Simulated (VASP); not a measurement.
An input for Ansatz (written as the equivalent of a VASP run, and not itself run):

Ansatz 0.2 input:
```yaml
crystal:
  lattice:
    - [0.0000000, 2.4803460, 2.4803460]
    - [2.4803460, 0.0000000, 2.4803460]
    - [2.4803460, 2.4803460, 0.0000000]
  atoms:
    - { symbol: Li, position: [0.0000000, 0.0000000, 0.0000000] }
    - { symbol: Cl, position: [0.5000000, 0.5000000, 0.5000000] }
kpoints:
  mp_grid: { grid: [11, 11, 11] }
hamiltonian:
  xc: pbe
  pseudopotentials: { kind: paw }
scf:
  occupations: { method: fermi_dirac, width: 0.02 }
  max_iter: 100
output: { forces: true, stress: true, eigenvalues: true }
```

### Question
Translate this input to VASP (INCAR, KPOINTS, POSCAR, choice of POTCAR).

### Answer
One answer among several that fit: 
**POSCAR**
```
LiCl
1
    0.0000000000     2.4803460000     2.4803460000
    2.4803460000     0.0000000000     2.4803460000
    2.4803460000     2.4803460000     0.0000000000
Li Cl
1 1
Direct
  0.0000000000   0.0000000000   0.0000000000
  0.5000000000   0.5000000000   0.5000000000
```

File KPOINTS:
```
Automatic mesh
0
Gamma
11 11 11
0 0 0
```

### INCAR
```
SYSTEM = LiCl
PREC = Accurate
ENCUT = 400
EDIFF = 1E-6
NELM = 100
ALGO = Normal
LREAL = .FALSE.
LASPH = .TRUE.
ISMEAR = -1
SIGMA = 0.02
GGA = PE
LWAVE = .FALSE.
LCHARG = .FALSE.
ISIF = 2
```

POTCAR, in this order: Li_sv Cl (PBE.64 set). Program: vasp_std.

Limits of the translation: each code has its own PAW files, so the cut-off isn't converted (ENCUT is set for VASP's; basis.ecutwfc is left out, and Ansatz then takes the one that its files recommend); Ansatz stops its SCF on the density residual and VASP on the energy change (EDIFF).

The structure comes from a computed database's LiCl entry; how it stands against other phases isn't given here. The cell was not relaxed at this level.
